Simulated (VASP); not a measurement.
Level of theory: PBE GGA with D4 dispersion, VASP's PBE PAW potentials (set 64) (plane waves; VASP 6.6.1).

Input for VASP

### KPOINTS
```
kpoints
0
G
18 18 18
0 0 0
```

**POSCAR**
```
Ni
2.4106130
  0.0000000000   0.7071067543   0.7071067543
  0.7071067543   0.0000000000   0.7071067543
  0.7071067543   0.7071067543   0.0000000000
Ni
1
direct
  0.0000000000   0.0000000000   0.0000000000
```

### INCAR
```
ALGO = Normal
EDIFF = 1E-7
ENCUT = 520
GGA = PE
ISIF = 2
ISMEAR = 1
ISPIN = 2
IVDW = 13
LASPH = T
LCHARG = F
LMAXMIX = 4
LORBIT = 10
LREAL = F
LWAVE = F
MAGMOM = 0.6
NELM = 100
PREC = Accurate
SIGMA = 0.1
SYSTEM = Ni
```

POTCAR, in this order: Ni (PBE.64 set). Program: vasp_std.

Task: What does the run give for the energy per atom (σ→0), cell moment, dispersion energy, pressure, band gap (on the k-mesh)?

Result: 
The energy per atom (σ→0) is -569.6 kJ/mol-atom, the cell moment is 0.61 μB and the dispersion energy is -496 meV. The band gap (on the k-mesh) is none (metal, semimetal or under 0.01 eV) and the pressure comes out as 15.86 GPa.

**OSZICAR**
```
...
DAV:   8    -0.540999927201E+01    0.19451E-01   -0.24907E-02  9904   0.190E+00    0.986E-01
DAV:   9    -0.540811576579E+01    0.18835E-02   -0.11965E-03 10376   0.337E-01    0.257E-01
DAV:  10    -0.540771543706E+01    0.40033E-03   -0.42253E-04  9236   0.167E-01    0.366E-02
DAV:  11    -0.540772216055E+01   -0.67235E-05   -0.93719E-06  9054   0.408E-02    0.296E-02
DAV:  12    -0.540772326436E+01   -0.11038E-05   -0.15439E-06  8985   0.149E-02    0.512E-03
DAV:  13    -0.540772362945E+01   -0.36509E-06   -0.28106E-07  5144   0.506E-03    0.142E-03
DAV:  14    -0.540772364036E+01   -0.10909E-07   -0.10657E-08  3644   0.132E-03
   1 F= -.59037025E+01 E0= -.59038567E+01  d E =0.462710E-03  mag=     0.6062
```

The compound is Ni in the fcc structure. This cell is one point of a volume scan, at 0.94 of the reference volume.
